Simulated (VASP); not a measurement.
**Ca2W: single point with PBE**

Crystal: Ca2W.

```
CELL_PARAMETERS angstrom
4.06497 0.00000 0.00000
0.00000 4.06497 0.00000
0.00000 0.00000 4.72703
ATOMIC_POSITIONS crystal
Ca 0.00000 0.00000 0.50000
Ca 0.50000 0.50000 0.00000
W 0.50000 0.50000 0.50000
```

The cell was built by a generator and needn't be a form met in nature.

The cell isn't the ideal one: random cell by space group and Wyckoff sites (P4/mmm, No. 123).

| Item | Value |
| --- | --- |
| Program | VASP 6.6.1 |
| Task | single point |
| Functional | PBE |
| Potentials or basis | VASP PAW PBE potentials, release 64 (Ca_sv, W_sv) |
| Cutoff | 520 eV |
| k mesh | 4 × 4 × 4 |
| Occupations | gaussian, width 0.1 eV |
| Spin | no spin polarisation |

```yaml
Pressure: 12.0 GPa
Band_gap_on_the_k_mesh: none (metal or under the smearing width)
```

Stress tensor (GPa, compression positive):
```
 3.52  0.00  0.00
 0.00  3.52  0.00
 0.00  0.00 28.83
```

Levels at points of the mesh, in eV from the Fermi level:
```csv
k point,band 13,band 14,band 15,band 16,band 17,band 18,band 19,band 20,band 21,band 22
"(0.00, 0.00, 0.00)",-4.59,-1.99,-1.27,-1.05,-1.05,-0.67,0.40,3.11,3.68,5.48
"(0.50, 0.00, 0.00)",-2.62,-1.68,-1.21,-1.06,-0.79,0.37,1.19,2.38,2.48,3.14
"(0.50, 0.50, 0.00)",-1.93,-1.93,-1.74,-1.27,-0.60,0.95,0.95,1.34,1.47,5.46
"(0.00, 0.00, 0.50)",-3.59,-1.73,-1.51,-0.58,0.11,0.11,1.92,2.59,3.33,3.33
"(0.50, 0.00, 0.50)",-1.58,-1.08,-0.68,-0.17,0.52,0.58,1.34,2.24,2.46,2.94
"(0.50, 0.50, 0.50)",-1.16,-1.16,-0.75,-0.70,0.85,0.85,1.35,1.57,2.37,4.42
```

It took 28 s on 1 thread of AMD EPYC 9R45 (Zen 5), on a shared host, peak memory 0.16 GiB.

Caveat: the k mesh is coarse (spacing up to 0.39 Å⁻¹), so the values aren't converged. The run has no spin-orbit coupling, so splittings on W are missing.
